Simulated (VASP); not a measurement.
An input for Quantum ESPRESSO's pw.x (written as the equivalent of a VASP run, and not itself run):

```
&CONTROL
  calculation = 'vc-relax'
  pseudo_dir = './pseudo'
  outdir = './out'
  tprnfor = .true.
  tstress = .true.
  nstep = 40
  forc_conv_thr = 0.00078
/
&SYSTEM
  ibrav = 0
  nat = 6
  ntyp = 2
  ecutwfc = 84
  occupations = 'smearing'
  smearing = 'gaussian'
  degauss = 0.003675
  input_dft = 'pz'
/
&ELECTRONS
  conv_thr = 7.3e-08
  electron_maxstep = 100
/
&IONS
/
&CELL
  press = 300
/
ATOMIC_SPECIES
  Ti 47.867 Ti.upf
  O 15.999 O.upf
CELL_PARAMETERS angstrom
    -1.8496187    1.8496187    4.2125389
     1.8496187   -1.8496187    4.2125389
     1.8496187    1.8496187   -4.2125389
ATOMIC_POSITIONS crystal
  Ti   0.7500000  0.2500000  0.5000000
  Ti   0.0000000  0.0000000  0.0000000
  O    0.5244418  0.0244418  0.5000000
  O    0.7744418  0.7744418  0.0000000
  O    0.2255582  0.2255582  0.0000000
  O    0.9755582  0.4755582  0.5000000
K_POINTS automatic
  8 8 8 0 0 0
```

### Question
Translate this input to VASP (INCAR, KPOINTS, POSCAR, choice of POTCAR).

### Answer
Several could match; the one computed here: 
### INCAR
```
ALGO = Normal
EDIFF = 1E-6
EDIFFG = -0.02
ENCUT = 620
IBRION = 2
ISIF = 3
ISMEAR = 0
LASPH = T
LCHARG = F
LMAXMIX = 4
LREAL = F
LWAVE = F
NELM = 100
NSW = 40
PREC = Accurate
PSTRESS = 300
SIGMA = 0.05
SYSTEM = TiO2
```

**KPOINTS**
```
kpoints
0
gamma
 8 8 8
```

**POSCAR**
```
TiO2
1
   -1.8496186908     1.8496186908     4.2125389394
    1.8496186908    -1.8496186908     4.2125389394
    1.8496186908     1.8496186908    -4.2125389394
Ti O
2 4
Direct
  0.7500000000   0.2500000000   0.5000000000
  0.0000000000   0.0000000000   0.0000000000
  0.5244417883   0.0244417883   0.5000000000
  0.7744417883   0.7744417883   0.0000000000
  0.2255582117   0.2255582117   0.0000000000
  0.9755582117   0.4755582117   0.5000000000
```

POTCAR, in this order: Ti_sv O (LDA.64 set). Program: vasp_std.

Limits of the translation: the potentials are each code's own (VASP's PAW set, PseudoDojo norm-conserving files in pw.x), so ENCUT and ecutwfc are chosen apart and not converted; conv_thr bounds pw.x's estimated SCF error, while EDIFF bounds the energy change between steps; forc_conv_thr acts on force components and is met together with etot_conv_thr.

The compound is TiO2 in the anatase structure, one of several forms; rutile is the usual stable one. It was relaxed first under an external pressure of 30 GPa.
